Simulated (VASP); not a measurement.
Input:

```
CELL_PARAMETERS angstrom
      0.00000     3.40741     3.40741
      3.40741     0.00000     3.40741
      3.40741     3.40741     0.00000
ATOMIC_POSITIONS crystal
  Sr 0.00000 0.00000 0.00000
  Cl 0.25000 0.25000 0.25000
  Cl 0.75000 0.75000 0.75000
```

Level of theory: LDA (Ceperley-Alder, Perdew-Zunger), VASP's LDA PAW potentials (set 64) (plane waves; VASP). Settings: 520 eV cut-off, Gaussian smearing of 0.050 eV, potentials Sr_sv Cl.

Give the energies of bands 7 to 15 at the high-symmetry points, in eV from the valence-band maximum.

| band | Γ | X | U | L | W |
|---|---|---|---|---|---|
| 7 | -2.46 | -3.16 | -2.92 | -1.84 | -2.81 |
| 8 | -2.46 | -2.10 | -2.17 | -1.84 | -2.54 |
| 9 | -2.46 | -2.10 | -1.93 | -1.70 | -1.38 |
| 10 | -0.38 | -0.48 | -0.85 | -1.51 | -1.38 |
| 11 | -0.38 | -0.48 | -0.61 | -1.17 | -0.38 |
| 12 | -0.38 | 0.00 | -0.13 | -1.17 | -0.12 |
| 13 | 5.15 | 5.10 | 5.61 | 6.48 | 5.92 |
| 14 | 5.77 | 6.99 | 7.07 | 6.48 | 6.81 |
| 15 | 5.77 | 7.51 | 7.18 | 7.53 | 7.17 |

The gap is direct, 5.10 eV, from the valence maximum at X to the conduction minimum at X.

Measured: gap 7.50 eV (computed value off by -2.40 eV), as given by Andrés Aguado et al., Journal of the Physical Society of Japan (1999), arXiv:cond-mat/9901145.

The compound is SrCl2 in the fluorite structure. It was relaxed first, which changed the volume by -7 %.
